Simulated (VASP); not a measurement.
VASP input:

File KPOINTS:
```
Automatic mesh
0
Gamma
11 11 6
0 0 0
```

INCAR:
```
ALGO=Normal
EDIFF=1E-6
EDIFFG=-0.01
ENCUT=400
GGA=PS
IBRION=2
ISIF=3
ISMEAR=1
LASPH=.TRUE.
LCHARG=.FALSE.
LMAXMIX=4
LREAL=.FALSE.
LWAVE=.FALSE.
NELM=100
NSW=60
PREC=Accurate
SIGMA=0.1
SYSTEM=SnSb
```

POSCAR:
```
SnSb
1
    3.0998500000     0.0000000000     0.0000000000
    0.0000000000     3.0998500000     0.0000000000
    0.0000000000     0.0000000000     6.0621600000
Sn Sb
1 1
Direct
  0.0000000000   0.0000000000   0.0000000000
  0.0000000000   0.0000000000   0.5000000000
```

POTCAR, in this order: Sn_d Sb (PBE.64 set). Program: vasp_std.

Question: Write an equivalent input for Quantum ESPRESSO's pw.x.

Answer: One equivalent input (not run):
```
&CONTROL
  calculation = 'vc-relax'
  pseudo_dir = './pseudo'
  outdir = './out'
  tprnfor = .true.
  tstress = .true.
  nstep = 60
  forc_conv_thr = 0.00039
/
&SYSTEM
  ibrav = 0
  nat = 2
  ntyp = 2
  ecutwfc = 80
  occupations = 'smearing'
  smearing = 'methfessel-paxton'
  degauss = 0.00735
  input_dft = 'pbesol'
/
&ELECTRONS
  conv_thr = 7.3e-08
  electron_maxstep = 100
/
&IONS
/
&CELL
/
ATOMIC_SPECIES
  Sn 118.710 Sn.upf
  Sb 121.760 Sb.upf
CELL_PARAMETERS angstrom
     3.0998500    0.0000000    0.0000000
     0.0000000    3.0998500    0.0000000
     0.0000000    0.0000000    6.0621600
ATOMIC_POSITIONS crystal
  Sn   0.0000000  0.0000000  0.0000000
  Sb   0.0000000  0.0000000  0.5000000
K_POINTS automatic
  11 11 6 0 0 0
```
The two are equivalent in intent, not identical: the potentials are each code's own (VASP's PAW set, PseudoDojo norm-conserving files in pw.x), so ENCUT and ecutwfc are chosen apart and not converted; conv_thr bounds pw.x's estimated SCF error, while EDIFF bounds the energy change between steps; forc_conv_thr acts on force components and is met together with etot_conv_thr.

The structure comes from a computed database's SnSb entry (P4/mmm); how it stands against other phases isn't given here. This run relaxes it. Symmetry was kept, so distortions that lower it aren't found.
